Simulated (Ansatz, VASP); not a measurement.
**Two plane-wave programs on Zr2TiH6**

```xyz
9
Lattice="0.0000 3.4012 3.4012 3.4012 0.0000 3.4012 3.4012 3.4012 0.0000" Properties=species:S:1:pos:R:3 pbc="T T T"
Zr    1.7006    1.7006    1.7006
Zr    5.1018    5.1018    5.1018
Ti    0.0000    0.0000    0.0000
H     1.8392    3.4012    3.4012
H     4.9632    3.4012    3.4012
H     3.4012    1.8392    3.4012
H     3.4012    4.9632    3.4012
H     3.4012    3.4012    1.8392
H     3.4012    3.4012    4.9632
```

Change from the starting cell: ordered vacancies on the cation sites of perovskite (Fm-3m, No. 225).

Alike in both runs: task single point; functional PBE; k mesh 4 × 4 × 4; occupations gaussian, width 0.1 eV; collinear spin.

|  | VASP | Ansatz |
| --- | --- | --- |
| version | VASP 6.6.1 | Ansatz 0.2.0 |
| potentials or method | VASP PAW PBE potentials, release 64 (Zr_sv, Ti_sv, H) | scalar-relativistic, plane waves, PAW |
| plane-wave cutoff (eV) | 520 | 420 |
| valence electrons in the cell | 42 | 42 |

VASP gave:

* gap on the k mesh at the Fermi level (eV): none
* pressure (GPa): -0.3
* rms of the force components (eV/Å): 0.004
* net moment per atom (μB): 0.00

Q: What did Ansatz give for the same quantities?

A: gap on the k mesh at the Fermi level (eV): none; pressure (GPa): -0.2; rms of the force components (eV/Å): 0.004; net moment per atom (μB): 0.00.

Atom by atom the forces differ by 0.000 eV/Å (rms over components). A gap of «none» marks a metal or a gap that the smearing closes. Ansatz warned: «seeded_moment_not_kept».

Caveats: the k mesh is coarse (spacing up to 0.40 Å⁻¹), so the values aren't converged.
